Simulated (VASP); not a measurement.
An input for Ansatz (written as the equivalent of a VASP run, and not itself run):

Ansatz 0.2 input:
```yaml
crystal:
  lattice:
    - [1.9018745, -3.2941432, 0.0000000]
    - [1.9018745, 3.2941432, 0.0000000]
    - [0.0000000, 0.0000000, 6.2316525]
  atoms:
    - { symbol: Zn, position: [0.6666670, 0.3333330, 0.5001556] }
    - { symbol: Zn, position: [0.3333330, 0.6666670, 0.0001556] }
    - { symbol: S, position: [0.6666670, 0.3333330, 0.8748444] }
    - { symbol: S, position: [0.3333330, 0.6666670, 0.3748444] }
kpoints:
  mp_grid: { grid: [6, 6, 4] }
hamiltonian:
  xc: pbe
  dispersion: d4
  pseudopotentials: { kind: paw }
scf:
  occupations: { method: gaussian, width: 0.05 }
  max_iter: 100
relax:
  max_steps: 60
  f_tol: 0.02
  cell: {}
output: { forces: true, stress: true, eigenvalues: true }
```

Q: Write the VASP files for the same calculation (PBE-D4).

A: One answer among several that fit: 
**INCAR**
```
! general
SYSTEM   =  ZnS
PREC     =  Accurate
ENCUT    =  520
LREAL    =  .False.
LASPH    =  .True.

! electronic loop
EDIFF    =  1E-6
NELM     =  100
ALGO     =  Normal
LMAXMIX  =  4

! smearing
ISMEAR   =  0
SIGMA    =  0.05

! functional
GGA      =  PE
IVDW     =  13

! ions
IBRION   =  2
NSW      =  60
ISIF     =  3
EDIFFG   =  -0.02

! output
LWAVE    =  .False.
LCHARG   =  .False.
```

**KPOINTS**
```
Automatic
0
G
  6 6 4
0 0 0
```

POSCAR:
```
ZnS
1.0
  1.9018744804  -3.2941431878   0.0000000000
  1.9018744804   3.2941431878   0.0000000000
  0.0000000000   0.0000000000   6.2316525225
Zn S
2 2
Direct
  0.6666670000   0.3333330000   0.5001556216
  0.3333330000   0.6666670000   0.0001556216
  0.6666670000   0.3333330000   0.8748443784
  0.3333330000   0.6666670000   0.3748443784
```

POTCAR, in this order: Zn S (PBE.64 set). Program: vasp_std.

The two are equivalent in intent, not identical: each code has its own PAW files, so the cut-off isn't converted (ENCUT is set for VASP's; basis.ecutwfc is left out, and Ansatz then takes the one that its files recommend); Ansatz stops its SCF on the density residual and VASP on the energy change (EDIFF).

The compound is ZnS in the wurtzite structure, the high-temperature form. It was relaxed first. The start is the result of an earlier pass.
